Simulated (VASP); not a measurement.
```
CELL_PARAMETERS angstrom
      0.00000     2.08786     2.08786
      2.08786     0.00000     2.08786
      2.08786     2.08786     0.00000
ATOMIC_POSITIONS crystal
  Ag 0.00000 0.00000 0.00000
```

The numbers are results of rev-vdW-DF2, VASP's PBE PAW potentials (set 64) (plane waves; VASP), not measurements. Run with 520 eV cut-off, 15×15×15 Γ-centred mesh, first-order Methfessel-Paxton smearing of 0.10 eV, potentials Ag.

**Question.** Give the stress tensor in GPa (positive for a compressed cell).

**Answer.** 
```
-5.12   0.00   0.00
 0.00  -5.12   0.00
 0.00   0.00  -5.12
```
The pressure is its mean diagonal, -5.12 GPa.

The compound is Ag in the fcc structure. This cell is one point of a volume scan, at 1.06 of the reference volume.
